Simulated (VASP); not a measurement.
Given:

```
HfN
1.0
    0.00000     2.24524     2.24524
    2.24524     0.00000     2.24524
    2.24524     2.24524     0.00000
Hf N
1 1
Direct
  0.00000   0.00000   0.00000
  0.50000   0.50000   0.50000
```

Calculation: PBEsol GGA, VASP's PBE PAW potentials (set 64) (plane waves; VASP). Run with 620 eV cut-off, 14×14×14 Γ-centred mesh, first-order Methfessel-Paxton smearing of 0.10 eV, potentials Hf_pv N.

Unless said otherwise, spin-orbit coupling is left out, though it shifts the bands of the heavy elements here.

Task: What does the run give for the energy per atom (σ→0), band gap (on the k-mesh) with the smallest direct gap where there is one?

Result: 
- band gap (on the k-mesh) = none (metal, semimetal or under 0.01 eV)
- energy per atom (σ→0) = -11.496 eV/atom

Only differences to runs with the same potentials and settings are physical.

The compound is HfN in the rock salt structure. It was relaxed first. The electron count is odd and the run is not spin-polarised, which forces a metal.
